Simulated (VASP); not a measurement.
An input for Ansatz (written as the equivalent of a VASP run, and not itself run):

Ansatz 0.2 input:
```yaml
crystal:
  lattice:
    - [2.7869600, 0.0000000, 0.0000000]
    - [-1.3934795, 2.4135782, 0.0000000]
    - [0.0000000, 0.0000000, 18.8414831]
  atoms:
    - { symbol: N, position: [0.0000000, 0.0000000, 0.5000000] }
    - { symbol: Mo, position: [0.3333330, 0.6666670, 0.5722306] }
    - { symbol: Mo, position: [0.6666670, 0.3333330, 0.4277694] }
kpoints:
  mp_grid: { grid: [14, 14, 1] }
hamiltonian:
  xc: pbesol
  pseudopotentials: { kind: paw }
scf:
  occupations: { method: tetrahedron }
  max_iter: 100
output: { forces: true, stress: true, eigenvalues: true }
```

Task: Translate this input to VASP (INCAR, KPOINTS, POSCAR, choice of POTCAR).

Result: This is not unique; one that fits is 
**KPOINTS**
```
Automatic mesh
0
Gamma
14 14 1
0 0 0
```

**INCAR**
```
PREC = Accurate
LMAXMIX = 4
LCHARG = .TRUE.
SYSTEM = Mo2N
LWAVE = .FALSE.
GGA = PS   # PBEsol
NEDOS = 601
LASPH = .TRUE.
NELM = 100   # most electronic steps
LEFG = .TRUE.
ENCUT = 520   # plane-wave cut-off (eV)
EDIFF = 1E-7   # SCF stop (eV)
ISMEAR = -5   # tetrahedra, Bloechl
LORBIT = 11   # lm-projected
ALGO = Normal   # blocked Davidson
ISIF = 2
LREAL = .FALSE.   # projection in real space or not
```

**POSCAR**
```
Mo2N
2.786960
  0.9999999994   0.0000000150   0.0000000000
 -0.4999998099   0.8660254191   0.0000000000
  0.0000000000   0.0000000000   6.7605861338
N Mo
1 2
Cart
  0.0000000000   0.0000000000   3.3802930669
 -0.0000003734   0.5773505731   3.8686140724
  0.5000005630   0.2886748610   2.8919720614
```

POTCAR, in this order: N Mo_sv (PBE.64 set). Program: vasp_std.

The two are equivalent in intent, not identical: each code has its own PAW files, so the cut-off isn't converted (ENCUT is set for VASP's; basis.ecutwfc is left out, and Ansatz then takes the one that its files recommend); Ansatz stops its SCF on the density residual and VASP on the energy change (EDIFF); the field gradients of LEFG aren't asked of the other code.

The cell is a sheet with vacuum, built from a generated structure.
